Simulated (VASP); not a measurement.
Consider the following.

```xyz
2
Lattice="0.0000 2.6830 2.6830 2.6830 0.0000 2.6830 2.6830 2.6830 0.0000" Properties=species:S:1:pos:R:3 pbc="T T T"
Mg     0.0000     0.0000     0.0000
Se     2.6830     2.6830     2.6830
```

The numbers are results of PBE GGA with D3 dispersion (Becke-Johnson damping), VASP's PBE PAW potentials (set 64) (plane waves; VASP), not measurements. Run with 520 eV cut-off, 8×8×8 Γ-centred mesh, Gaussian smearing of 0.050 eV, potentials Mg Se.

Problem. Give the stress tensor in GPa (positive for a compressed cell).

Solution. 
```
2.20  0.00  0.00
0.00  2.20  0.00
0.00  0.00  2.20
```
The pressure is its mean diagonal, 2.20 GPa.

The compound is MgSe in the rock salt structure. This cell is one point of a volume scan, at 0.97 of the reference volume.
